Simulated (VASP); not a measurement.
VASP ran on this input.

### INCAR
```
SYSTEM = PbF2
PREC = Accurate
ENCUT = 520
EDIFF = 1E-7
NELM = 100
ALGO = Normal
LREAL = .FALSE.
LASPH = .TRUE.
ISMEAR = -5
GGA = PE
IVDW = 11
LMAXMIX = 4
LWAVE = .FALSE.
LCHARG = .TRUE.
LORBIT = 11
NEDOS = 601
ISIF = 2
LEFG = .TRUE.
```

POSCAR:
```
PbF2
1
    0.0000000000     2.9898528966     2.9898528966
    2.9898528966     0.0000000000     2.9898528966
    2.9898528966     2.9898528966     0.0000000000
Pb F
1 2
Direct
  0.0000000000   0.0000000000   0.0000000000
  0.2500000000   0.2500000000   0.2500000000
  0.7500000000   0.7500000000   0.7500000000
```

### KPOINTS
```
Automatic mesh
0
Gamma
7 7 7
0 0 0
```

POTCAR, in this order: Pb_d F (PBE.64 set). Program: vasp_std.

### Question
Write an equivalent input for Quantum ESPRESSO's pw.x.

### Answer
One equivalent input (not run):
```
&CONTROL
  calculation = 'scf'
  pseudo_dir = './pseudo'
  outdir = './out'
  tprnfor = .true.
  tstress = .true.
/
&SYSTEM
  ibrav = 0
  nat = 3
  ntyp = 2
  ecutwfc = 84
  occupations = 'tetrahedra'
  input_dft = 'pbe'
  vdw_corr = 'grimme-d3'
  dftd3_version = 3
  dftd3_threebody = .false.
/
&ELECTRONS
  conv_thr = 7.3e-09
  electron_maxstep = 100
/
ATOMIC_SPECIES
  Pb 207.200 Pb.upf
  F 18.998 F.upf
CELL_PARAMETERS angstrom
     0.0000000    2.9898529    2.9898529
     2.9898529    0.0000000    2.9898529
     2.9898529    2.9898529    0.0000000
ATOMIC_POSITIONS crystal
  Pb   0.0000000  0.0000000  0.0000000
  F    0.2500000  0.2500000  0.2500000
  F    0.7500000  0.7500000  0.7500000
K_POINTS automatic
  7 7 7 0 0 0
```
Limits of the translation: the potentials are each code's own (VASP's PAW set, PseudoDojo norm-conserving files in pw.x), so ENCUT and ecutwfc are chosen apart and not converted; conv_thr bounds pw.x's estimated SCF error, while EDIFF bounds the energy change between steps; the field gradients of LEFG aren't asked of the other code.

The compound is PbF2 in the fluorite structure, the β form. It was relaxed first.
